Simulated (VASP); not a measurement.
Input of a VASP 6.6.1 run:

INCAR

```
SYSTEM = Si2H3Cl3
PREC = Accurate
ENCUT = 520
EDIFF = 1E-6
ISMEAR = 0
SIGMA = 0.01
LREAL = .False.
LASPH = .True.
NELM = 80
ALGO = Normal
ISIF = 2
LWAVE = .False.
LCHARG = .True.
GGA = PE
IVDW = 2
LORBIT = 10
LELF = .True.
LVHAR = .True.
LVACPOTAV = .True.
```

Contents of KPOINTS:

```
regular mesh
0
Gamma
  1 1 1
  0 0 0
```

File POSCAR:

```
Si2H3Cl3
1.0
   13.0000000000      0.0000000000      0.0000000000
    0.0000000000     13.0000000000      0.0000000000
    0.0000000000      0.0000000000     14.0000000000
Cl Si H
3 2 3
Direct
    0.3552000000      0.5436269200      0.6164571400
    0.4749846200      0.3576423100      0.4069071400
    0.4653307700      0.6073115400      0.3487500000
    0.5109615400      0.5421192300      0.5927000000
    0.5372769200      0.4997115400      0.4320000000
    0.5589615400      0.4642884600      0.6561071400
    0.5532692300      0.6455884600      0.6140428600
    0.6468000000      0.4961038500      0.4029857100
```

Potentials or basis: VASP PAW PBE potentials, release 64 (Cl, Si, H).

Run with:

```console
$ cat potpaw_PBE.64/Cl/POTCAR potpaw_PBE.64/Si/POTCAR potpaw_PBE.64/H/POTCAR > POTCAR
$ mpirun -np 1 vasp_gam > vasp.out
```

(1) Predict the Hirshfeld charges.

(2) What does it give for the dispersion energy per atom?

(3) Estimate the largest force.

(4) Estimate the gap between the frontier levels.

## Answers

(1) Cl -0.10, -0.09; Si +0.23, +0.24; H -0.06 e.

(2) -0.011 eV.

(3) 0.281 eV/Å.

(4) 4.94 eV.
